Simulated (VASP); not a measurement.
VASP ran on this input.

**INCAR**
```
ALGO=Normal
EDIFF=1E-6
EDIFFG=-0.01
ENCUT=520
IBRION=2
ISIF=3
ISMEAR=1
LASPH=.TRUE.
LCHARG=.FALSE.
LMAXMIX=4
LREAL=.FALSE.
LWAVE=.FALSE.
NELM=100
NSW=60
PREC=Accurate
SIGMA=0.1
SYSTEM=TiCo
```

### KPOINTS
```
Automatic mesh
0
gamma
  11 11 11
```

POSCAR:
```
TiCo
1.0
  2.9900000000   0.0000000000   0.0000000000
  0.0000000000   2.9900000000   0.0000000000
  0.0000000000   0.0000000000   2.9900000000
Ti Co
1 1
Cart
  0.0000000000   0.0000000000   0.0000000000
  1.4950000000   1.4950000000   1.4950000000
```

POTCAR, in this order: Ti_sv Co (LDA.64 set). Program: vasp_std.

Task: Write an equivalent input for Ansatz.

Result: One equivalent input (not run):
Ansatz 0.2 input:
```yaml
crystal:
  lattice:
    - [2.9900000, 0.0000000, 0.0000000]
    - [0.0000000, 2.9900000, 0.0000000]
    - [0.0000000, 0.0000000, 2.9900000]
  atoms:
    - { symbol: Ti, position: [0.0000000, 0.0000000, 0.0000000] }
    - { symbol: Co, position: [0.5000000, 0.5000000, 0.5000000] }
kpoints:
  mp_grid: { grid: [11, 11, 11] }
hamiltonian:
  xc: lda
  pseudopotentials: { kind: paw }
scf:
  occupations: { method: methfessel_paxton, width: 0.1 }
  max_iter: 100
relax:
  max_steps: 60
  f_tol: 0.01
  cell: {}
output: { forces: true, stress: true, eigenvalues: true }
```
The two are equivalent in intent, not identical: each code has its own PAW files, so the cut-off isn't converted (ENCUT is set for VASP's; basis.ecutwfc is left out, and Ansatz then takes the one that its files recommend); Ansatz stops its SCF on the density residual and VASP on the energy change (EDIFF); Ansatz's lda is the Perdew-Wang form, while the LDA potentials of VASP carry Perdew-Zunger's.

The compound is TiCo in the CsCl type structure. This run relaxes it. Symmetry was kept, so distortions that lower it aren't found.
